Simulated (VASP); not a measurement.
From an Ansatz input to VASP: BiB (distorted zincblende)

Ansatz input

```yaml
crystal:
  lattice:
    - [-0.0117, 2.7384, 2.6792]
    - [2.7484, 0.033, 2.6345]
    - [2.8164, 2.7618, -0.0351]
  atoms:
    - { symbol: B, position: [0.0419, 0.997, 0.9498] }
    - { symbol: Bi, position: [0.2458, 0.2851, 0.2381] }
kpoints:
  mp_grid: { grid: [6, 6, 6] }
hamiltonian:
  xc: pbesol
scf:
  occupations: { method: fermi_dirac, width: 0.02 }
  n_extra_bands: 4
output:
  forces: true
  stress: true
  eigenvalues: true
```

Q: Which VASP files do the same job?

A: 

INCAR

```
ISMEAR = -1
PREC = Accurate
LASPH = .TRUE.
NSW = 0
LELF = .TRUE.
LWAVE = .FALSE.
ISIF = 2
GGA = PS
LREAL = .FALSE.
NELM = 120
IBRION = -1
SIGMA = 0.02
NBANDS = 16
LCHARG = .TRUE.
ENCUT = 520
EDIFF = 1E-7
```

KPOINTS

```
KPOINTS created by Atomic Simulation Environment
0
Gamma
6 6 6
0 0 0
```

POSCAR

```
B  Bi
 1.0000000000000000
    -0.0117000000000000    2.7383999999999999    2.6791999999999998
     2.7484000000000002    0.0330000000000000    2.6345000000000001
     2.8163999999999998    2.7618000000000000   -0.0351000000000000
 B   Bi
   1   1
Cartesian
  5.4146812899999999  2.7707975999999999  2.7055169999999999
  1.4512778200000001  1.3400916000000000  1.4012860000000000
```

VASP ran with the recommended PBE PAW datasets (18 valence electrons in the cell). Other inputs would serve too.

```json
{"": "gap between bands v and c on the k mesh", "Ansatz": "-0.28 eV (bands overlap: a metal)", "VASP": "-0.28 eV (bands overlap: a metal)"}
{"": "least direct gap on the k mesh", "Ansatz": "0.43 eV", "VASP": "0.43 eV"}
{"": "pressure", "Ansatz": "1.3 GPa", "VASP": "1.2 GPa"}
{"": "largest force", "Ansatz": "2.20 eV/Å", "VASP": "2.19 eV/Å"}
```

The two codes use different PAW datasets and cutoffs. VASP's cell holds 18 valence electrons and Ansatz's 18. Ansatz's stress includes a Pulay correction; VASP's doesn't.
